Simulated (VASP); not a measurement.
Given:

```xyz
8
Lattice="1.5398 -2.6670 0.0000 1.5398 2.6670 0.0000 0.0000 0.0000 10.0816" Properties=species:S:1:pos:R:3 pbc="T T T"
Si     0.0000     0.0000     0.0031
Si     0.0000     0.0000     5.0439
Si     1.5398    -0.8890     7.5637
Si     1.5398     0.8890     2.5229
C      0.0000     0.0000     8.1948
C      0.0000     0.0000     3.1540
C      1.5398    -0.8890     5.6683
C      1.5398     0.8890     0.6275
```

The numbers are results of PBEsol GGA, VASP's PBE PAW potentials (set 64) (plane waves; VASP 6.6.1), not measurements. Settings: 520 eV cut-off, 11×11×3 Γ-centred mesh, Gaussian smearing of 0.010 eV, potentials Si C.

Give the direction-averaged independent-particle dielectric function (no local fields, no excitons; a broadening of 0.1 eV leaves a tail below the gap, and fine structure carries the noise of the k-mesh).

```tsv
ħω (eV)	ε₁	ε₂
0.00	7.49	0.00
0.10	7.49	0.00
0.30	7.50	0.01
0.40	7.51	0.01
0.60	7.54	0.02
0.70	7.56	0.02
0.90	7.60	0.03
1.00	7.63	0.03
1.20	7.69	0.04
1.30	7.73	0.04
1.50	7.81	0.05
1.60	7.86	0.05
1.80	7.97	0.06
2.00	8.10	0.07
2.10	8.17	0.07
2.30	8.32	0.09
2.40	8.41	0.09
2.60	8.61	0.11
2.70	8.72	0.12
2.90	8.97	0.14
3.00	9.12	0.15
3.20	9.45	0.19
3.30	9.64	0.21
3.50	10.07	0.28
3.60	10.34	0.33
3.80	10.93	0.58
4.00	11.53	0.73
4.10	12.10	0.90
4.30	13.09	1.97
4.40	13.42	2.75
4.60	12.57	3.49
4.70	12.96	3.37
4.90	13.88	4.32
5.00	13.81	4.68
5.20	15.85	5.11
5.30	17.10	7.30
5.50	15.14	11.82
5.60	12.42	13.15
5.80	10.36	10.21
6.00	11.24	10.65
```
ε₂ peaks at 5.6 eV (height 13.2); ε₁(0) averages 7.49, so the electronic refractive index below the gap tends to √7.49 = 2.74.

The compound is SiC in the 4h structure. It was relaxed first.
